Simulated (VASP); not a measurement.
Here is the system:

```xyz
4
Lattice="4.3673 0.0000 0.0000 0.0000 4.3673 0.0000 0.0000 0.0000 3.2411" Properties=species:S:1:pos:R:3 pbc="T T T"
Hg     2.1837     0.0000     0.6882
Hg     0.0000     2.1837     2.5528
O      0.0000     0.0000     0.0000
O      2.1837     2.1837     0.0000
```

Computed with PBEsol GGA, VASP's PBE PAW potentials (set 64) (plane waves; VASP). Settings: 520 eV cut-off, Gaussian smearing of 0.050 eV, potentials Hg O.

Without a dispersion term in the relaxation, distances and binding between the weakly bound layers, chains or molecules are unreliable, and so is what depends on them.

Give the energies of bands 8 to 21 at the high-symmetry points, in eV from the Fermi level.

```tsv
band	Γ	X	M	Z	R	A
8	-5.77	-6.45	-6.47	-6.31	-6.20	-6.40
9	-5.51	-5.44	-5.59	-5.84	-5.22	-5.53
10	-5.51	-5.44	-5.59	-5.33	-5.22	-5.53
11	-4.99	-5.40	-5.21	-4.89	-5.17	-5.36
12	-4.57	-5.40	-5.21	-4.46	-5.17	-5.36
13	-3.48	-3.96	-4.28	-3.63	-2.96	-3.49
14	-3.48	-3.96	-4.28	-2.20	-2.96	-3.49
15	-2.57	-2.20	-1.47	-2.20	-2.00	-2.48
16	-1.90	-2.20	-1.47	-1.65	-2.00	-2.48
17	-1.90	-0.93	0.18	-1.65	-1.86	0.04
18	-1.83	-0.93	0.18	-0.99	-1.86	0.04
19	-0.44	2.13	3.29	1.62	2.40	1.43
20	1.32	2.13	3.29	2.83	2.40	1.43
21	8.17	8.08	4.02	4.22	5.35	7.00
```

It has no gap at this level: it comes out as a metal or semimetal.

The structure was generated: HgO was put into the litharge type (P4/nmm), which need not be its known phase. It was relaxed first, which changed the volume by +5 %.
